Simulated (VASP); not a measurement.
Data:

```
CELL_PARAMETERS angstrom
      0.00000     2.31500     2.31500
      2.31500     0.00000     2.31500
      2.31500     2.31500     0.00000
ATOMIC_POSITIONS crystal
  Na 0.00000 0.00000 0.00000
  F  0.50000 0.50000 0.50000
```

All values below come from PBE GGA, VASP's PBE PAW potentials (set 64) (plane waves; VASP). Settings: 520 eV cut-off, 8×8×8 Γ-centred mesh, Gaussian smearing of 0.050 eV, potentials Na_pv F.

Q: Give the stress tensor in GPa (positive for a compressed cell).

A: 
```
2.15  0.00  0.00
0.00  2.15  0.00
0.00  0.00  2.15
```
The pressure is its mean diagonal, 2.15 GPa.

The compound is NaF in the rock salt structure. The cell was not relaxed at this level. The run is one of a series of settings (KPOINTS 8×8×8 Γ-centred mesh against the base run), some of them coarse on purpose.
